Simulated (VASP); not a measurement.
Given:

```xyz
2
Lattice="0.0000 2.2508 2.2508 2.2508 0.0000 2.2508 2.2508 2.2508 0.0000" Properties=species:S:1:pos:R:3 pbc="T T T"
Nb     0.0000     0.0000     0.0000
C      2.2508     2.2508     2.2508
```

All values below come from RPBE GGA, VASP's PBE PAW potentials (set 64) (plane waves; VASP). Settings: 520 eV cut-off, Gaussian smearing of 0.050 eV, potentials Nb_sv C.

**Question.** Give the energies of bands 6 to 11 at the high-symmetry points, in eV from the Fermi level.

**Answer.** 
```
band      Γ      X      U      L      W
----  -----  -----  -----  -----  -----
6     -1.30  -4.08  -5.11  -7.46  -4.59
7     -1.30  -3.90  -4.23  -5.04  -4.36
8     -1.30  -1.34  -3.47  -5.04  -4.36
9     -0.24  -1.34  -0.33   2.03   1.47
10    -0.24   1.87   2.37   2.03   1.47
11    -0.24   3.08   3.28   3.43   3.09
```

It has no gap at this level: it comes out as a metal or semimetal.

The compound is NbC in the rock salt structure. It was relaxed first. The electron count is odd and the run is not spin-polarised, which forces a metal.
